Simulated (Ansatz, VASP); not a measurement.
# Si2I: VASP beside Ansatz

INCAR

```
PREC = Accurate
ENCUT = 520
EDIFF = 1E-7
ISMEAR = 0
SIGMA = 0.1
LREAL = False
LASPH = True
NELM = 100
ALGO = Normal
ISIF = 2
LWAVE = False
LCHARG = False
GGA = PE
NBANDS = 24
```

The input KPOINTS:

```
Automatic mesh
0
Gamma
  6 6 4
```

File POSCAR:

```
Si2I
1.0
    5.1516674000      0.0000000000      0.0000000000
   -2.5758337000      4.4614748400      0.0000000000
    0.0000000000      0.0000000000      6.4264641800
Si I
4 2
Direct
    0.3333333300      0.6666666700      0.7500000000
    0.6666666700      0.3333333300      0.2500000000
    0.0000000000      0.0000000000      0.0000000000
    0.0000000000      0.0000000000      0.5000000000
    0.3333333300      0.6666666700      0.2500000000
    0.6666666700      0.3333333300      0.7500000000
```

Input for Ansatz:

```yaml
crystal:
  lattice:
    - [5.1516674, 0.0, 0.0]
    - [-2.5758337, 4.46147484, 0.0]
    - [0.0, 0.0, 6.42646418]
  atoms:
    - { symbol: Si, position: [0.33333333, 0.66666667, 0.75] }
    - { symbol: Si, position: [0.66666667, 0.33333333, 0.25] }
    - { symbol: Si, position: [0.0, 0.0, 0.0] }
    - { symbol: Si, position: [0.0, 0.0, 0.5] }
    - { symbol: I, position: [0.33333333, 0.66666667, 0.25] }
    - { symbol: I, position: [0.66666667, 0.33333333, 0.75] }
basis:
  ecutwfc: 420
kpoints:
  mp_grid: { grid: [6, 6, 4] }
hamiltonian:
  xc: pbe
scf:
  occupations: { method: gaussian, width: 0.1 }
  lower_state_search: "off"
output:
  forces: true
  stress: true
  eigenvalues: true
```

Change from the starting cell: species swapped into the Gd2Tl type (P6_3/mmc, No. 194).

Alike in both runs: task single point; functional PBE; k mesh 6 × 6 × 4; occupations gaussian, width 0.1 eV; no spin polarisation.

```csv
,VASP,Ansatz
version,VASP 6.6.1,Ansatz 0.2.0
potentials or method,"VASP PAW PBE potentials, release 64 (Si, I)","scalar-relativistic, plane waves, PAW"
plane-wave cutoff (eV),520,420
valence electrons in the cell,30,50
```

```csv
,VASP,Ansatz,Ansatz less VASP
gap on the k mesh at the Fermi level (eV),none,none,-
pressure (GPa),-2.7,-2.7,+0.02
largest component of the traceless stress (GPa),4.48,4.48,+0.001
```

A gap of «none» marks a metal or a gap that the smearing closes. With one functional, cell and mesh, what is left measures potentials, basis and numerics. The two sets of potentials don't hold the same shells in valence.

The runs have no spin-orbit coupling, so splittings on I are missing.
